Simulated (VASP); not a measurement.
Energy against volume of CdSe (zinc blende). Method: vdW-DF2, VASP's PBE PAW potentials (set 64) (plane waves; VASP). Numerical set-up: 520 eV cut-off, 10×10×10 Γ-centred mesh, first-order Methfessel-Paxton smearing of 0.10 eV, potentials Cd Se.

| V (Å³/atom) | E (eV/atom) |
|---|---|
| 31.411 | -0.11797 |
| 32.383 | -0.12144 |
| 33.354 | -0.11812 |
| 34.326 | -0.10907 |

Problem. Fit these four points and predict the energy of the run at 30.440 Å³/atom.

Solution. A cubic in V^(−2/3), the third-order Birch-Murnaghan form, passes through the four points with V0 = 32.37 Å³/atom and B0 = 37 GPa, and gives -0.1064 eV/atom there. The run gave -0.1064 eV/atom, +0.1 meV/atom from the fit; all five points give B0 = 37 GPa.

The compound is CdSe in the zinc blende structure, whereas wurtzite is the usual form. It was relaxed first, which changed the volume by +17 %.
